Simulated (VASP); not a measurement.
These are vdW-DF-cx, VASP's PBE PAW potentials (set 64) (plane waves; VASP) values and carry that method's errors.

The input files of a VASP run:

INCAR:
```
PREC = Accurate
LWAVE = .False.
LORBIT = 11   ! lm-projected
ALGO = Normal   ! blocked Davidson
EDIFF = 1E-7
ISMEAR = -5
SYSTEM = PtAl2
ISIF = 2
GGA = CX
ENCUT = 520
LUSE_VDW = .True.
AGGAC = 0.0
NELM = 100   ! most electronic steps
LREAL = .False.
NEDOS = 601   ! DOS grid
LEFG = .True.
LMAXMIX = 6   ! l cut-off of mixed one-centre charges
LCHARG = .True.
LASPH = .True.   ! aspherical one-centre terms
```

KPOINTS:
```
K-points
0
G
 10 10 10
0 0 0
```

POSCAR:
```
PtAl2
1
   -0.0000000000     2.9545850684     2.9545850684
    2.9545850684     0.0000000000     2.9545850684
    2.9545850684     2.9545850684    -0.0000000000
Al Pt
2 1
Direct
  0.2500000000   0.2500000000   0.2500000000
  0.7500000000   0.7500000000   0.7500000000
  0.0000000000   0.0000000000   0.0000000000
```

POTCAR, in this order: Al Pt (PBE.64 set). Program: vasp_std.

The resulting files:

File OUTCAR:
```
 ion  position               nearest neighbor table
   1  0.250  0.250  0.250-   3 2.56   3 2.56   3 2.56   3 2.56   2 2.95   2 2.95   2 2.95   2 2.95
                             2 2.95   2 2.95
   2  0.750  0.750  0.750-   3 2.56   3 2.56   3 2.56   3 2.56   1 2.95   1 2.95   1 2.95   1 2.95
                             1 2.95   1 2.95
   3  0.000  0.000  0.000-   2 2.56   2 2.56   2 2.56   1 2.56   2 2.56   1 2.56   1 2.56   1 2.56
  LATTYP: Found a face centered cubic cell.
 ALAT       =     5.9091701368
 Subroutine PRICEL returns:
 Original cell was already a primitive cell.
 Subroutine GETGRP returns: Found 48 space group operations
The static configuration has the point symmetry O_h .
The dynamic configuration has the point symmetry O_h .
 Subroutine INISYM returns: Found 48 space group operations
 Subroutine IBZKPT returns following result:
 Found     47 irreducible k-points:

 Following reciprocal coordinates:
            Coordinates               Weight
  0.000000  0.000000  0.000000      1.000000
  0.100000  0.000000  0.000000      8.000000
  0.200000  0.000000  0.000000      8.000000
  0.300000  0.000000  0.000000      8.000000
  0.400000  0.000000  0.000000      8.000000
  0.500000  0.000000  0.000000      4.000000
  0.100000  0.100000  0.000000      6.000000
  0.200000  0.100000  0.000000     24.000000
  0.300000  0.100000  0.000000     24.000000
  0.400000  0.100000  0.000000     24.000000
  0.500000  0.100000  0.000000     24.000000
 -0.400000  0.100000  0.000000     24.000000
 -0.300000  0.100000  0.000000     24.000000
 -0.200000  0.100000  0.000000     24.000000
 -0.100000  0.100000  0.000000     12.000000
  0.200000  0.200000  0.000000      6.000000
  0.300000  0.200000  0.000000     24.000000
  0.400000  0.200000  0.000000     24.000000
  0.500000  0.200000  0.000000     24.000000
 -0.400000  0.200000  0.000000     24.000000
 -0.300000  0.200000  0.000000     24.000000
 -0.200000  0.200000  0.000000     12.000000
  0.300000  0.300000  0.000000      6.000000
  0.400000  0.300000  0.000000     24.000000
  0.500000  0.300000  0.000000     24.000000
 -0.400000  0.300000  0.000000     24.000000
 -0.300000  0.300000  0.000000     12.000000
  0.400000  0.400000  0.000000      6.000000
  0.500000  0.400000  0.000000     24.000000
 -0.400000  0.400000  0.000000     12.000000
  0.500000  0.500000  0.000000      3.000000
  0.300000  0.200000  0.100000     24.000000
  0.400000  0.200000  0.100000     48.000000
  0.500000  0.200000  0.100000     48.000000
 -0.400000  0.200000  0.100000     24.000000
  0.400000  0.300000  0.100000     24.000000
  0.500000  0.300000  0.100000     48.000000
 -0.400000  0.300000  0.100000     48.000000
 -0.300000  0.300000  0.100000     48.000000
 -0.200000  0.300000  0.100000     24.000000
   k-points           NKPTS =     47   k-points in BZ     NKDIM =     47   number of bands    NBANDS=     12
   number of dos      NEDOS =    601   number of ions     NIONS =      3
   total plane-waves  NPLWV =  32768
   dimension x,y,z NGX =    32 NGY =   32 NGZ =   32
   dimension x,y,z NGXF=    64 NGYF=   64 NGZF=   64
   ions per type =               2   1
   PREC   = accura    normal or accurate (medium, high low for compatibility)
   ISTART =      0    job   : 0-new  1-cont  2-samecut
   ICHARG =      2    charge: 1-file 2-atom 10-const
   ISPIN  =      1    spin polarized calculation?
   LNONCOLLINEAR =      F non collinear calculations
   LSORBIT =      F    spin-orbit coupling
   INIWAV =      1    electr: 0-lowe 1-rand  2-diag
   ENCUT  =  520.0 eV  38.22 Ry    6.18 a.u.   7.77  7.77  7.77*2*pi/ulx,y,z
   NELM   =    100;   NELMIN=  2; NELMDL= -5     # of ELM steps
   EDIFF  = 0.1E-06   stopping-criterion for ELM
...
```

### OSZICAR
```
       N       E                     dE             d eps       ncg     rms          rms(c)
DAV:   1     0.558016199869E+02    0.55802E+02   -0.67521E+03  1144   0.113E+03
DAV:   2    -0.104292517493E+02   -0.66231E+02   -0.58355E+02  1340   0.186E+02
DAV:   3    -0.123834473549E+02   -0.19542E+01   -0.19200E+01  1456   0.315E+01
DAV:   4    -0.124018166343E+02   -0.18369E-01   -0.18343E-01  1324   0.355E+00
DAV:   5    -0.124020884030E+02   -0.27177E-03   -0.27133E-03  1460   0.467E-01    0.881E+00
DAV:   6    -0.119517478696E+02    0.45034E+00   -0.24555E+00  1324   0.155E+01    0.239E+00
DAV:   7    -0.118734971978E+02    0.78251E-01   -0.19339E-01  1212   0.453E+00    0.173E+00
DAV:   8    -0.118445309939E+02    0.28966E-01   -0.33120E-02  1332   0.188E+00    0.236E-01
DAV:   9    -0.118446357456E+02   -0.10475E-03   -0.17874E-03  1328   0.414E-01    0.159E-01
DAV:  10    -0.118447542256E+02   -0.11848E-03   -0.31589E-04  1268   0.159E-01    0.208E-02
DAV:  11    -0.118447550718E+02   -0.84623E-06   -0.19758E-05  1332   0.482E-02    0.977E-03
DAV:  12    -0.118447563322E+02   -0.12604E-05   -0.32381E-06  1256   0.144E-02    0.219E-03
DAV:  13    -0.118447553103E+02    0.10219E-05   -0.74358E-07  1396   0.869E-03    0.735E-04
DAV:  14    -0.118447553961E+02   -0.85816E-07   -0.21360E-08   764   0.152E-03
   1 F= -.11844755E+02 E0= -.11844755E+02  d E =0.000000E+00
```

**OUTCAR**
```
------------------------ aborting loop because EDIFF is reached ----------------------------------------
  FORCE on cell =-STRESS in cart. coord.  units (eV):
  Direction    XX          YY          ZZ          XY          YZ          ZX
  --------------------------------------------------------------------------------------
  Total       -0.0067563     -0.0067563     -0.0067563      0.0000000      0.0000000      0.0000000
  in kB       -0.2098455     -0.2098455     -0.2098455      0.0000000      0.0000000      0.0000000
  external PRESSURE =      -0.2098455 kB  Pullay stress =       0.0000000 kB
  volume of cell :       51.58
      direct lattice vectors                 reciprocal lattice vectors
     0.000000000  2.954585068  2.954585068    -0.169228500  0.169228500  0.169228500
     2.954585068  0.000000000  2.954585068     0.169228500 -0.169228500  0.169228500
     2.954585068  2.954585068  0.000000000     0.169228500  0.169228500 -0.169228500
 POSITION                                       TOTAL-FORCE (eV/Angst)
 -----------------------------------------------------------------------------------
      1.47729      1.47729      1.47729        -0.000000     -0.000000     -0.000000
      4.43188      4.43188      4.43188         0.000000      0.000000      0.000000
      0.00000      0.00000      0.00000        -0.000000      0.000000      0.000000
 -----------------------------------------------------------------------------------
    total drift:                                0.000000     -0.000000      0.000000
  FREE ENERGIE OF THE ION-ELECTRON SYSTEM (eV)
  ---------------------------------------------------
  free  energy   TOTEN  =       -11.8447553961 eV

  energy  without entropy=      -11.8447553961  energy(sigma->0) =      -11.84475540

 total charge

# of ion       s       p       d       tot
------------------------------------------
    1        0.399   0.363   0.000   0.762
    2        0.399   0.363   0.000   0.762
    3        0.831   0.723   8.169   9.723
--------------------------------------------------
tot          1.629   1.449   8.169  11.246

 Electric field gradients after diagonalization (V/A^2)
 (convention: |V_zz| > |V_xx| > |V_yy|)
----------------------------------------------------------------------
 ion       V_xx      V_yy      V_zz     asymmetry (V_yy - V_xx)/ V_zz
----------------------------------------------------------------------
   1      -0.000    -0.000     0.000       0.000
   2      -0.000    -0.000     0.000       0.000
   3      -0.000    -0.000     0.001       0.000
```
(Selected blocks of OUTCAR.)

For a metal the tetrahedron method with Blöchl corrections gives inexact stress and forces.

The compound is PtAl2 in the fluorite structure. It was relaxed first.
